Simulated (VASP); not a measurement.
```
Al2Pt
1.0
    0.00000     2.94714     2.94714
    2.94714     0.00000     2.94714
    2.94714     2.94714     0.00000
Al Pt
2 1
Direct
  0.25000   0.25000   0.25000
  0.75000   0.75000   0.75000
  0.00000   0.00000   0.00000
```

Method: PBEsol GGA, VASP's PBE PAW potentials (set 64) (plane waves; VASP). Settings: 500 eV cut-off, 9×9×9 Γ-centred mesh, first-order Methfessel-Paxton smearing of 0.10 eV, potentials Al Pt.

Unless said otherwise, spin-orbit coupling is left out, though it shifts the bands of the heavy elements here.

Q: Estimate the energy per atom (σ→0), band gap (on the k-mesh) with the smallest direct gap where there is one.

A: 
```yaml
band gap (on the k-mesh): none (metal, semimetal or under 0.01 eV)
energy per atom (σ→0): -5925 meV/atom
```

Only differences to runs with the same potentials and settings are physical.

The compound is PtAl2 in the fluorite structure. It was relaxed first.
